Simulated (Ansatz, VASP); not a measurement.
## TiO2: VASP beside Ansatz

Wanted: the spread between two codes on one cell, functional and k mesh. The cell is generated by rule, not measured, and may not be a known phase. The cell is taken from a series of runs on this material, whose earlier steps may have relaxed or scaled it; both programs get it as it stands.

Program: Ansatz 0.2.0. Level of theory: plane waves, with VASP 6.6.1 beside it; single point at PBE, spin-orbit coupling and single point at PBE. Results are calculated unless marked as measured.

The structure was built from a prototype and need not be the compound's stable phase.

## Step 1: Starting point

It takes space group P-3m1 (No. 164, trigonal). Conventional cell: a = 2.835 Å, b = 2.835 Å, c = 5.215 Å, α = 90.00°, β = 90.00°, γ = 120.00°. Nearest to Ti lie 6 O at 1.94 Å. Nearest to O lie 3 Ti at 1.94 Å. Farther neighbours and most contacts between anions are not listed.

## Step 2: VASP: single point, PBE, spin-orbit coupling

With cell and atoms fixed, the geometry can't cause a difference; cores, projectors, grids and the points listed under the comparison can.

Lines of VASP's logs that name or quote its potential files are left out, and so is its time.

Input file INCAR:

```
SYSTEM = TiO2
PREC = Accurate
ENCUT = 670
EDIFF = 1E-06
NELM = 100
ISMEAR = 0
SIGMA = 0.02
LREAL = .FALSE.
ALGO = Normal
GGA = PE
LNONCOLLINEAR = .TRUE.
MAGMOM = 0 0 0 0 0 0 0 0 0
NBANDS = 36
GGA_COMPAT = .FALSE.
LASPH = .TRUE.
LSORBIT = .TRUE.
LMAXMIX = 4
LORBIT = 11
LWAVE = .FALSE.
LCHARG = .FALSE.
KPAR = 2
ISIF = 2
```

Input file POSCAR:

```
TiO2
1.0
    2.8354978700      0.0000000000      0.0000000000
   -1.4177489350      2.4556131880      0.0000000000
    0.0000000000      0.0000000000      5.2151700000
Ti O
1 2
Direct
    0.0000000000      0.0000000000      0.0000000000
    0.3333333330      0.6666666670      0.1979284951
    0.6666666670      0.3333333330      0.8020715049
```

Input file KPOINTS:

```
Automatic mesh
0
Gamma
12 12 6
0 0 0
```

The projector-augmented-wave data sets are Ti_sv_GW and O_GW (PBE family, release 64).

Command:

```
> mpirun -np 2 vasp_ncl
```

Numbers of over 12 decimals in the logs are rounded to 6 here.

The log of the run:

```text
[banner, memory and clock lines left out]
running    2 mpi-ranks, on    1 nodes
 distrk:  each k-point on    1 cores,    2 groups
 distr:  one band on    1 cores,    1 groups

 POSCAR found type information on POSCAR TiO
 POSCAR found :  2 types and       3 ions
 LDA part: xc-table for (Slater+PW92), standard interpolation
 POSCAR, INCAR and KPOINTS ok, starting setup
 FFT: planning ... GRIDC
 FFT: planning ... GRID_SOFT
 FFT: planning ... GRID
 WAVECAR not read
 entering main loop
       N       E                     dE             d eps       ncg     rms          rms(c)
DAV:   1     0.544233375756E+03    0.54423E+03   -0.12705E+04  7728   0.183E+03
DAV:   2     0.493700912566E+02   -0.49486E+03   -0.45645E+03 10836   0.888E+02
DAV:   3    -0.337450138437E+02   -0.83115E+02   -0.78772E+02 12932   0.402E+02
DAV:   4    -0.383360497839E+02   -0.45910E+01   -0.45493E+01 13008   0.116E+02
DAV:   5    -0.384824455199E+02   -0.14640E+00   -0.14561E+00 12656   0.225E+01    0.179E+01
DAV:   6    -0.291597970235E+02    0.93226E+01   -0.30591E+01 13088   0.120E+02    0.874E+00
DAV:   7    -0.286591219838E+02    0.50068E+00   -0.44739E+00 13504   0.672E+01    0.302E+00
DAV:   8    -0.285870778185E+02    0.72044E-01   -0.41871E-01 13632   0.234E+01    0.227E+00
DAV:   9    -0.285435659545E+02    0.43512E-01   -0.12526E-01 13200   0.938E+00    0.790E-01
DAV:  10    -0.285295362158E+02    0.14030E-01   -0.28319E-02 13216   0.587E+00    0.958E-02
DAV:  11    -0.285299769707E+02   -0.44075E-03   -0.24048E-03 12944   0.112E+00    0.644E-02
DAV:  12    -0.285299006002E+02    0.76370E-04   -0.12526E-04 13608   0.208E-01    0.339E-02
DAV:  13    -0.285298749614E+02    0.25639E-04   -0.32764E-05 13592   0.151E-01    0.111E-02
DAV:  14    -0.285298743291E+02    0.63224E-06   -0.10971E-05 13496   0.934E-02    0.593E-03
DAV:  15    -0.285298740187E+02    0.31043E-06   -0.92599E-07  6852   0.359E-02
   1 F= -.28529874E+02 E0= -.28529874E+02  d E =-.281090E-53  mag=    -0.0000     0.0000    -0.0000
```

OUTCAR, selected parts (step 2):

```text
ion  position               nearest neighbor table
   1  0.000  0.000  0.000-   2 1.94   3 1.94   3 1.94   2 1.94   3 1.94   2 1.94
   2  0.333  0.667  0.198-   1 1.94   1 1.94   1 1.94
   3  0.667  0.333  0.802-   1 1.94   1 1.94   1 1.94

  LATTYP: Found a hexagonal cell.
 ALAT       =     2.8354978700
 C/A-ratio  =     1.8392431379

 Subroutine GETGRP returns: Found 12 space group operations
 (whereof 12 operations were pure point group operations)

The static configuration has the point symmetry D_3d.

 Found    100 irreducible k-points:

   k-points           NKPTS =    100   k-points in BZ     NKDIM =    100   number of bands    NBANDS=     36

   dimension x,y,z NGX =    24 NGY =   24 NGZ =   48
   dimension x,y,z NGXF=    48 NGYF=   48 NGZF=   96

   ENCUT  =  670.0 eV  49.24 Ry    7.02 a.u.   5.98  5.98 11.01*2*pi/ulx,y,z

   NELECT =      24.0000    total number of electrons

 k-points in reciprocal lattice and weights: Automatic mesh
   0.00000000  0.00000000  0.00000000       0.001
   0.08333333  0.00000000  0.00000000       0.007
   0.16666667  0.00000000  0.00000000       0.007
   0.25000000  0.00000000  0.00000000       0.007
   0.33333333  0.00000000  0.00000000       0.007
   0.41666667  0.00000000  0.00000000       0.007
   0.50000000  0.00000000  0.00000000       0.003
   0.08333333  0.08333333  0.00000000       0.007
   0.16666667  0.08333333  0.00000000       0.014
[...]
0.33333333  0.25000000  0.50000000       0.014
   0.33333333  0.33333333  0.50000000       0.002

 average (electrostatic) potential at core
       1-100.9651       2 -71.5879       3 -71.5879

 E-fermi :   2.2745

 k-point     1 :       0.0000    0.0000    0.0000
  band No.  band energies     occupation
    ...
     20       1.6015      1.00000
     21       1.9947      1.00000
     22       1.9947      1.00000
     23       2.0278      1.00000
     24       2.0278      1.00000
     25       5.0758      0.00000
     26       5.0759      0.00000
     27       5.0762      0.00000
     28       5.0762      0.00000
     29       6.5821      0.00000
    ...

 k-point     2 :       0.0833    0.0000    0.0000
  band No.  band energies     occupation
    ...
     20       1.5783      1.00000
     21       1.7651      1.00000
     22       1.7651      1.00000
     23       1.8416      1.00000
     24       1.8416      1.00000
     25       5.1527      0.00000
     26       5.1527      0.00000
     27       5.2676      0.00000
     28       5.2676      0.00000
     29       6.5729      0.00000
    ...

 k-point     3 :       0.1667    0.0000    0.0000
  band No.  band energies     occupation
    ...
     20       0.6397      1.00000
     21       1.4773      1.00000
     22       1.4773      1.00000
     23       2.0001      1.00000
     24       2.0001      1.00000
     25       5.2491      0.00000
     26       5.2491      0.00000
     27       5.6819      0.00000
     28       5.6820      0.00000
     29       6.5685      0.00000
    ...

  Total        5.3950742      5.3950742     -0.2205686      0.0000000      0.0000000      0.0000000
  in kB      238.0401696    238.0401697     -9.7318753      0.0000000      0.0000000      0.0000000
  external PRESSURE =     155.4494880 kB  Pullay stress =       0.0000000 kB

  energy-cutoff  :      670.00
  volume of cell :       36.31
      direct lattice vectors                 reciprocal lattice vectors
     2.835497870  0.000000000  0.000000000     0.352671751  0.203615131  0.000000000
    -1.417748935  2.455613188  0.000000000     0.000000000  0.407230261  0.000000000
     0.000000000  0.000000000  5.215170000     0.000000000  0.000000000  0.191748304

 POSITION                                       TOTAL-FORCE (eV/Angst)
 -----------------------------------------------------------------------------------
      0.00000      0.00000      0.00000         0.000000      0.000000      0.000000
     -0.00000      1.63708      1.03223         0.000000      0.000000     -0.096505
      1.41775      0.81854      4.18294        -0.000000      0.000000      0.096505
 -----------------------------------------------------------------------------------
    total drift:                                0.000000      0.000000     -0.000000

  FREE ENERGIE OF THE ION-ELECTRON SYSTEM (eV)
  ---------------------------------------------------
  free  energy   TOTEN  =       -28.5298740187 eV

  energy  without entropy=      -28.5298740187  energy(sigma->0) =      -28.52987402

 Spin-Orbit-Coupling matrix elements
 Ion:    1  E_soc:     -0.0235230
 Ion:    2  E_soc:     -0.0002501
 Ion:    3  E_soc:     -0.0002501

 total charge
# of ion       s       p       d       f       tot
--------------------------------------------------
    1        2.236   6.131   1.513   0.051   9.931
    2        1.556   3.434   0.000   0.000   4.990
    3        1.556   3.434   0.000   0.000   4.990
--------------------------------------------------
tot          5.349  12.999   1.513   0.051  19.911

 magnetization (x)
# of ion       s       p       d       f       tot
--------------------------------------------------
    1       -0.000   0.000   0.000   0.000  -0.000
    2        0.000   0.000   0.000   0.000   0.000
    3        0.000   0.000   0.000   0.000   0.000
--------------------------------------------------
tot         -0.000   0.000   0.000   0.000  -0.000

 magnetization (y)
# of ion       s       p       d       f       tot
--------------------------------------------------
    1        0.000   0.000   0.000   0.000   0.000
    2        0.000   0.000   0.000   0.000   0.000
    3        0.000   0.000   0.000   0.000   0.000
--------------------------------------------------
tot          0.000   0.000   0.000   0.000   0.000

 magnetization (z)
# of ion       s       p       d       f       tot
--------------------------------------------------
    1       -0.000   0.000   0.000  -0.000   0.000
    2        0.000   0.000   0.000   0.000   0.000
    3        0.000   0.000   0.000   0.000   0.000
--------------------------------------------------
tot         -0.000   0.000   0.000  -0.000   0.000

[... 3 further parts left out ...]
```

This run has no spin polarisation, although Ti can carry a moment.

## Step 3: Ansatz: single point, PBE, spin-orbit coupling

Ansatz runs on its fully relativistic PAW (standard-fr) files.

The same cell, functional, mesh and smearing now go to Ansatz, which takes its cutoff from its data sets.

Input file input.yaml:

```yaml
crystal:
  lattice:
    - [2.83549787, 0.0, 0.0]
    - [-1.417748935, 2.455613188, 0.0]
    - [0.0, 0.0, 5.21517]
  atoms:
    - { symbol: Ti, position: [0.0, 0.0, 0.0] }
    - { symbol: O, position: [0.333333333, 0.666666667, 0.1979284951] }
    - { symbol: O, position: [0.666666667, 0.333333333, 0.8020715049] }
hamiltonian:
  xc: pbe
  pseudopotentials: { kind: paw_fr }
magnetization:
  noncollinear: true
  spin_orbit: true
kpoints:
  mp_grid: { grid: [12, 12, 6] }
scf:
  occupations: { method: gaussian, width: 0.02 }
  n_extra_bands: 8
output:
  forces: true
  stress: true
  eigenvalues: true
  write_density: true
  write_potential: true
  elf: true
  volumetric_format: npy
```

Command:

```
> ansatz run input.yaml --threads 2 --pin off --max-ram 4608MiB --backend cpu --events-out ev --progress --plain --runs-dir out
```

The log of the run:

```text
scf.n_extra_bands = 8 over 24 filled bands (N_el = 24.0): the run solves 32 bands
Engine: ansatz 0.2.0, x86_64-unknown-linux-gnu
Pseudopotentials: kind: paw_fr
Pseudopotential: Ti, paw_fr, valence charge 12, recommended cutoff 420 eV (normal), Ti.paw.azcp#standard-fr
Pseudopotential: O, paw_fr, valence charge 6, recommended cutoff 420 eV (normal), O.paw.azcp#standard-fr
Functional definition: PBE
  parameter kappa = 0.804
  parameter beta = 0.066725
  exchange = pbe_x(kappa = kappa, mu = beta*pi^2/3)
  correlation = pbe_c(beta = beta)
non-collinear run that drives no moment, with spin-orbit: no starting moment large enough to seed its density (crystal.atoms[].spin), no starting occupations that ask for one, no magnetisation constraint and no magnetic field, so the semilocal B_xc is pinned to zero
Crystal: 3 atoms, lattice volume = 36.313 Å³
Basis set: ecut = 420 eV, 701 PW (Γ), exchange–correlation on 40×40×72 points (8 copies of the dense FFT grid, shifted against one another)
Bands: 32, of which v1, the nominal top of the filled ones, is band 24 counted from 1 (23 counted from 0)
Symmetry: 12 space group operations + 12 with time reversal
Magnetic group: BNS 164.86 (UNI 1316), of the structure as read, at distance tolerance 3.3e-5 Å
k-points: 100 of 864
Projection manifold: j_resolved (fully-relativistic pseudo-atomic orbitals)
Non-local potential: Ti, projectors of the file, l = 0: 3, l = 1: 4, l = 2: 6, l = 3: 2
Non-local potential: O, projectors of the file, l = 0: 2, l = 1: 4, l = 2: 2
PAW form: soft (Blöchl's): semilocal exchange-correlation on the pseudo side does not see the compensation charge
PAW one-centre angular grid: Ti, 590 points (default); XC on 96 Gauss nodes
PAW one-centre angular grid: O, 110 points (default); XC on 64 Gauss nodes
Initial density: superposition of atomic densities (chi_scale 0.1, normalization cell, long waves kept (reshape's long-wave potential 0.13 eV rms))
Initial wavefunctions: pseudopotential atomic-orbital guess
Functional: x = pbe(κ = 0.804, μ = 0.219515), c = pbe(β = 0.066725)
SCF iter   1: F=—  HF=-3638.964404 eV  |F-HF|=—  |Δ(HF+E_count)|=         —  Δρ=6.27e-2  dr2=3.04e0  dr2_m=0.00e0 (ungated)  ethr=3.10e-3  |M|=0.00e0 ∫|m|=0.00e0 μB  |m|>n=0.0e0 m-floor=0.0e0 τ_xc=0.0e0  β_m=0.30  ⟨swp⟩=8.8  Hψ=9021  notcnv=0
preconditioner: auto → none  [insulator: Δε(μ)=2.164 eV  Ē_g=10.062 eV  σ=0.020 eV  W_gap=1.00  n_scr=4 (ndim 8)  ℏωp=24.6 eV  f_vac=0.136  D(μ)=0.00/eV (n_scr^D=0)  ε∞_Penn≈7.0]
SCF iter   2: F=—  HF=-3638.242395 eV  |F-HF|=—  |Δ(HF+E_count)|=   7.22e-1  Δρ=4.90e-2  dr2=8.89e-1  dr2_m=0.00e0 (ungated)  ethr=3.10e-3  |M|=0.00e0 ∫|m|=0.00e0 μB  |m|>n=0.0e0 m-floor=0.0e0 τ_xc=0.0e0  β_m=0.33  ⟨swp⟩=3.0  Hψ=3151  notcnv=0  defer=200
SCF iter   3: F=—  HF=-3638.111552 eV  |F-HF|=—  |Δ(HF+E_count)|=   1.31e-1  Δρ=2.92e-2  dr2=2.62e-1  dr2_m=0.00e0 (ungated)  ethr=3.10e-3  |M|=0.00e0 ∫|m|=0.00e0 μB  |m|>n=0.0e0 m-floor=0.0e0 τ_xc=0.0e0  β_m=0.33  ⟨swp⟩=2.0  Hψ=2600  notcnv=0  defer=200
SCF iter   4: F=—  HF=-3638.092951 eV  |F-HF|=—  |Δ(HF+E_count)|=   1.86e-2  Δρ=1.27e-2  dr2=2.08e-2  dr2_m=0.00e0 (ungated)  ethr=1.09e-3  |M|=0.00e0 ∫|m|=0.00e0 μB  |m|>n=0.0e0 m-floor=0.0e0 τ_xc=0.0e0  β_m=0.57  ⟨swp⟩=2.4  Hψ=2611  notcnv=0  defer=200
SCF iter   5: F=—  HF=-3638.103721 eV  |F-HF|=—  |Δ(HF+E_count)|=   1.08e-2  Δρ=1.45e-3  dr2=6.71e-4  dr2_m=0.00e0 (ungated)  ethr=8.66e-5  |M|=0.00e0 ∫|m|=0.00e0 μB  |m|>n=0.0e0 m-floor=0.0e0 τ_xc=0.0e0  β_m=0.58  ⟨swp⟩=2.4  Hψ=2657  notcnv=0  defer=200
SCF iter   6: F=—  HF=-3638.103788 eV  |F-HF|=—  |Δ(HF+E_count)|=   6.78e-5  Δρ=2.34e-4  dr2=5.47e-6  dr2_m=0.00e0 (ungated)  ethr=2.80e-6  |M|=0.00e0 ∫|m|=0.00e0 μB  |m|>n=0.0e0 m-floor=0.0e0 τ_xc=0.0e0  β_m=0.67  ⟨swp⟩=2.3  Hψ=2600  notcnv=0  defer=200
SCF iter   7: F=—  HF=-3638.103793 eV  |F-HF|=—  |Δ(HF+E_count)|=   4.33e-6  Δρ=5.03e-5  dr2=2.24e-7  dr2_m=0.00e0 (ungated)  ethr=2.28e-8  |M|=0.00e0 ∫|m|=0.00e0 μB  |m|>n=0.0e0 m-floor=0.0e0 τ_xc=0.0e0  β_m=0.78  ⟨swp⟩=2.1  Hψ=2617  notcnv=0  defer=200
SCF iter   8: F=-3638.103793 eV  HF=-3638.103793 eV  |F-HF|=3.20e-9  |Δ(HF+E_count)|=   2.52e-7  Δρ=4.34e-6  dr2=5.32e-9  dr2_m=0.00e0 (ungated)  ethr=4.17e-10  |M|=0.00e0 ∫|m|=0.00e0 μB  |m|>n=0.0e0 m-floor=0.0e0 τ_xc=0.0e0  ⟨swp⟩=15.8  Hψ=12068  notcnv=0
SCF 1 converged in 8 iterations: F = -3638.103793 eV  dr2 = 5.32e-9
  greatest PAW one-centre occupation: 0.999 electrons in one spin orbital (limit 2), on the Ti atom at site 0 (counted from 0), in its partial waves of l = 0
SCF converged after 8 iterations
Magnetization: |M| = 0.0000 μB,  M = (+0.0000, +0.0000, +0.0000) μB
Absolute magnetization: 0.0000 μB (∫|m|)
  site 0: m = (+0.0000, +0.0000, +0.0000) μB, |m| = 0.0000 μB  (R = 0.80 Å)
  site 1: m = (+0.0000, +0.0000, +0.0000) μB, |m| = 0.0000 μB  (R = 0.80 Å)
  site 2: m = (+0.0000, +0.0000, +0.0000) μB, |m| = 0.0000 μB  (R = 0.80 Å)
Free energy (F): -3638.103793 eV
Harris-Foulkes:  -3638.103793 eV  (|F-HF|=3.20e-9)
Internal energy: -3638.103793 eV  (E = F + TS)
E sigma→0 (E₀):  -3638.103793 eV
Fermi energy:    7.182059 eV
--- Per-component energies (eV) ---
  E_band       = -259.757600
  E_kinetic    = 627.904323
  E_local      = -2416.303264  (includes V_loc(G=0)·N_el)
  E_nonlocal   = 98.850467
  E_hartree    = 991.152164
  E_xc         = -247.496914
  E_vxc        = -313.534052  (∫ρ·V_xc dr)
  E_paw        = -1361.751981  (= ΣΔE_a)
  E_vpaw       = -238.983589  (= ΣTr[D̂ρ^β])
  E_aug_tail   = 0.005086  (compensation charges beyond the density's cutoff)
  E_ewald      = -1330.463674
  E_smearing   = -0.000000  (= −TS)
  E_closure    = 0.000000  (closes the sum)
  Σ components = -3638.103793   (vs F -3638.103793, Δ=0.00e0)
--- Forces (eV/Å), atoms counted from 1 ---
  atom   1  Ti    -0.00000000     0.00000000     0.00000000
  atom   2  O     -0.00000000     0.00000000    -0.07430044
  atom   3  O      0.00000000    -0.00000000     0.07430044
  max |Σ_I F_I| component: 9.25e-18 eV/Å
--- Stress (GPa, compression-positive) ---
       24.336057       0.000000       0.000000
        0.000000      24.336057      -0.000000
        0.000000      -0.000000      -0.165582
  P = ⅓ Tr σ = 16.1688 GPa (161.688 kbar)
--- Band table (eV; the first three rows and the last of 100) ---
  k-point 0: bands = [... 20 lower, 5.7172, 5.7172, 5.7502, 5.7502, 8.7968, 8.7968, 8.7973, 8.7973, ... 4 higher]
  k-point 1: bands = [... 20 lower, 5.7136, 5.7136, 5.7469, 5.7469, 8.7960, 8.7960, 8.7964, 8.7964, ... 4 higher]
  k-point 2: bands = [... 20 lower, 5.7064, 5.7064, 5.7400, 5.7400, 8.7943, 8.7943, 8.7948, 8.7948, ... 4 higher]
  k-point 99: bands = [... 20 lower, 4.0820, 4.0820, 4.5170, 4.5170, 9.3623, 9.3623, 10.1317, 10.1317, ... 4 higher]
```

The run ends at a pressure of 16.17 GPa, with forces up to 0.074 eV/Å.

## Step 4: Comparison

Known differences besides the PAW data sets themselves: spin-orbit coupling enters by fully relativistic files in Ansatz and inside the spheres in VASP; the cutoff is 420 eV in Ansatz and 670 eV in VASP. Total energies have different zeros and are not compared.

Compared:

| quantity | Ansatz | VASP | difference |
| --- | --- | --- | --- |
| pressure (GPa) | 16.17 | 15.54 | +0.62 |
| gap on the k mesh (eV) | 2.813 | 2.810 | +0.003 |

Forces (eV/Å; atoms numbered as in POSCAR):

| atom | Ansatz x, y, z | VASP x, y, z |
| --- | --- | --- |
| Ti1 | 0.000, 0.000, 0.000 | 0.000, 0.000, 0.000 |
| O2 | 0.000, 0.000, -0.074 | 0.000, 0.000, -0.097 |
| O3 | 0.000, 0.000, 0.074 | 0.000, 0.000, 0.097 |

The forces differ by 10 meV/Å r.m.s., which is 23.0 % of the r.m.s. force of 0.05 eV/Å (both taken over all components). Ansatz's pressure holds a Pulay correction of 0.66 GPa; VASP's holds none.

## Step 5: Further runs

How far does this hang on the set-up? Further runs change one program's set-up at a time, as the table lists.

| run | r.m.s. force difference (meV/Å) |
| --- | --- |
| as above | 10 |
| VASP with the data sets Ti_sv and O_h and a cutoff of 1230 eV | 34 |

## Step 6: Summary of results

* r.m.s. force difference (single point, PBE, spin-orbit coupling): 10 meV/Å
* difference in pressure (single point, PBE, spin-orbit coupling): 0.62 GPa

In words: The r.m.s. force difference is 10 meV/Å (single point, PBE, spin-orbit coupling), within the 12 meV/Å picked in this series as the mark of a large difference. For single point, PBE, spin-orbit coupling: no further run halves the r.m.s. force difference (one raises it to 34 meV/Å). 3 further runs on this material are not shown. Differences of this kind measure data sets and numerical settings, not the functional's error against experiment.

[Lines on the potential files, build, host, timing and source positions are cut from VASP's logs without a mark.]

[Logs are printed without paths, hosts, clocks, repeated set-up lines and the standing remarks that a program may print on its own settings, such as how far it seeks lower states.]

[Hosts, paths, dates, database ids (printed as entryN), source tags and the programs' standing remarks are cut or masked in the printed files.]
